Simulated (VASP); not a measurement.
NaTlP2: single point with PBE

The system is NaTlP2.

```
P Na Tl
1.0
     1.86363    3.22790    0.00000
    -1.86363    3.22790    0.00000
     0.00000   -2.15193    7.73659
P Na Tl
2 1 1
Direct
  0.25855 0.25855 0.77566
  0.74145 0.74145 0.22434
  0.50000 0.50000 0.50000
  0.00000 0.00000 0.00000
```

The cell was built by a generator and needn't be a form met in nature.

- Program: VASP 6.6.1
- Task: single point
- Functional: PBE
- Potentials or basis: VASP PAW PBE potentials, release 64 (P, Na_pv, Tl_d)
- Cutoff: 520 eV
- k mesh: 7 × 7 × 7
- Occupations: fermi-dirac, width 0.1 eV
- Spin: no spin polarisation
- Dipole correction: no
- Further INCAR settings: ALGO = Fast; EDIFF = 1e-06; NBANDS = 23

| Item | Value |
| --- | --- |
| Pressure | -0.1 GPa |
| Largest force | 0.008 eV/Å |
| Band gap on the k mesh | none (metal or under the smearing width) |

Forces on the atoms (eV/Å):
```
P    0.000  0.000  0.008
P    0.000  0.000 -0.008
Na   0.000  0.000  0.000
Tl   0.000  0.000  0.000
```

Levels at points of the mesh, in eV from the Fermi level:
| k point | band 12 | band 13 | band 14 | band 15 | band 16 | band 17 | band 18 | band 19 |
| --- | --- | --- | --- | --- | --- | --- | --- | --- |
| (0.00, 0.00, 0.00) | -1.05 | 0.74 | 0.74 | 1.18 | 1.21 | 1.21 | 4.69 | 5.84 |

Wall time 41 s on 1 thread of Intel(R) Xeon(R) 6975P-C (Granite Rapids) (shared host), peak memory 0.26 GiB.

Spin-orbit coupling is left out, which matters for the levels of Tl.
